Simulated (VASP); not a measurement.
Given:

```yaml
crystal:
  lattice:
    - [3.35493, 0.00000, 0.00000]
    - [0.00000, 3.35493, 0.00000]
    - [0.00000, 0.00000, 3.35493]
  atoms:
    - { symbol: Pd, position: [0.00000, 0.00000, 0.00000] }
    - { symbol: Sb, position: [0.50000, 0.50000, 0.50000] }
```

The numbers are results of PBEsol GGA, VASP's PBE PAW potentials (set 64) (plane waves; VASP 6.6.1), not measurements. Settings: 400 eV cut-off, 12×12×12 Γ-centred mesh, tetrahedra with Blöchl corrections, potentials Pd Sb.

Unless said otherwise, spin-orbit coupling is left out, though it shifts the bands of the heavy elements here.

Tabulate the total density of states (states/eV per cell) against energy (eV; zero at the valence-band maximum or, without a gap, the Fermi level).

(E (eV), DOS (states/eV)): (-9.98, 0.81); (-9.62, 0.76); (-9.26, 0.44); (-8.90, 0.25); (-8.66, 0.17); (-8.30, 0.11); (-7.94, 0.06); (-7.58, 0.03); (-7.22, 0.02); (-6.86, 0.19); (-6.50, 0.32); (-6.14, 0.48); (-5.90, 0.62); (-5.54, 1.91); (-5.18, 1.79); (-4.82, 1.23); (-4.46, 1.66); (-4.10, 2.33); (-3.74, 0.77); (-3.38, 7.64); (-3.14, 4.92); (-2.78, 6.26); (-2.42, 1.58); (-2.06, 0.52); (-1.70, 1.69); (-1.34, 1.77); (-0.98, 1.27); (-0.62, 1.12); (-0.38, 1.04); (-0.02, 0.79); (0.34, 0.68); (0.70, 0.55); (1.06, 0.58); (1.42, 1.00); (1.78, 1.29); (2.14, 1.09); (2.38, 1.13); (2.74, 1.04); (3.10, 1.11); (3.46, 1.09)
Within 2 eV below the Fermi level the largest weight inside VASP's projection spheres is Pd d.

The structure was generated: PdSb was put into the CsCl type type (Pm-3m), which need not be its known phase. It was relaxed first, which changed the volume by -20 %. The electron count is odd and the run is not spin-polarised, which forces a metal.
